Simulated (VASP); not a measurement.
Method: PBE GGA, VASP's PBE PAW potentials (set 64) (plane waves; VASP).

The input files of a VASP run:

File POSCAR:
```
InSb
1
    0.0000000000     3.2400000000     3.2400000000
    3.2400000000     0.0000000000     3.2400000000
    3.2400000000     3.2400000000     0.0000000000
In Sb
1 1
Direct
  0.0000000000   0.0000000000   0.0000000000
  0.2500000000   0.2500000000   0.2500000000
```

### INCAR
```
! general
SYSTEM  = InSb
PREC    = Accurate
ENCUT   = 400
LREAL   = .False.
LASPH   = .True.

! electronic loop
EDIFF   = 1E-6
NELM    = 100
ALGO    = Normal
LMAXMIX = 4

! smearing
ISMEAR  = 0
SIGMA   = 0.05

! functional
GGA     = PE

! ions
ISIF    = 2

! output
LWAVE   = .False.
LCHARG  = .False.
```

KPOINTS:
```
Automatic mesh
0
Gamma
6 6 6
0 0 0
```

POTCAR, in this order: In_d Sb (PBE.64 set). Program: vasp_std.

What VASP printed:

File OSZICAR:
```
       N       E                     dE             d eps       ncg     rms          rms(c)
DAV:   1     0.102252838448E+03    0.10225E+03   -0.70650E+03   416   0.112E+03
DAV:   2    -0.181782170500E-01   -0.10227E+03   -0.10030E+03   441   0.292E+02
DAV:   3    -0.681467680036E+01   -0.67965E+01   -0.66181E+01   536   0.811E+01
DAV:   4    -0.699300691934E+01   -0.17833E+00   -0.17826E+00   536   0.161E+01
DAV:   5    -0.699780286672E+01   -0.47959E-02   -0.47958E-02   561   0.204E+00    0.419E+00
DAV:   6    -0.689758126435E+01    0.10022E+00   -0.18206E-01   562   0.740E+00    0.244E+00
DAV:   7    -0.688328991610E+01    0.14291E-01   -0.79604E-02   555   0.304E+00    0.650E-01
DAV:   8    -0.688434654434E+01   -0.10566E-02   -0.83525E-03   537   0.125E+00    0.274E-01
DAV:   9    -0.688496822937E+01   -0.62169E-03   -0.90347E-04   466   0.290E-01    0.853E-02
DAV:  10    -0.688505955681E+01   -0.91327E-04   -0.72601E-05   514   0.702E-02    0.352E-02
DAV:  11    -0.688510350909E+01   -0.43952E-04   -0.77031E-05   441   0.702E-02    0.192E-02
DAV:  12    -0.688510435343E+01   -0.84434E-06   -0.99463E-07   367   0.918E-03
   1 F= -.68851044E+01 E0= -.68849258E+01  d E =-.357089E-03
```

**OUTCAR**
```
------------------------ aborting loop because EDIFF is reached ----------------------------------------
  FORCE on cell =-STRESS in cart. coord.  units (eV):
  Direction    XX          YY          ZZ          XY          YZ          ZX
  --------------------------------------------------------------------------------------
  Total        1.3312286      1.3312286      1.3312286      0.0000000     -0.0000000      0.0000000
  in kB       31.3543782     31.3543782     31.3543782      0.0000000     -0.0000000      0.0000000
  external PRESSURE =      31.3543782 kB  Pullay stress =       0.0000000 kB
  volume of cell :       68.02
      direct lattice vectors                 reciprocal lattice vectors
     0.000000000  3.240000000  3.240000000    -0.154320988  0.154320988  0.154320988
     3.240000000  0.000000000  3.240000000     0.154320988 -0.154320988  0.154320988
     3.240000000  3.240000000  0.000000000     0.154320988  0.154320988 -0.154320988
  FREE ENERGIE OF THE ION-ELECTRON SYSTEM (eV)
  ---------------------------------------------------
  free  energy   TOTEN  =        -6.8851043534 eV

  energy  without entropy=       -6.8847472647  energy(sigma->0) =       -6.88492581
```
(Selected blocks of OUTCAR.)

The compound is InSb in the zinc blende structure. The cell was not relaxed at this level.
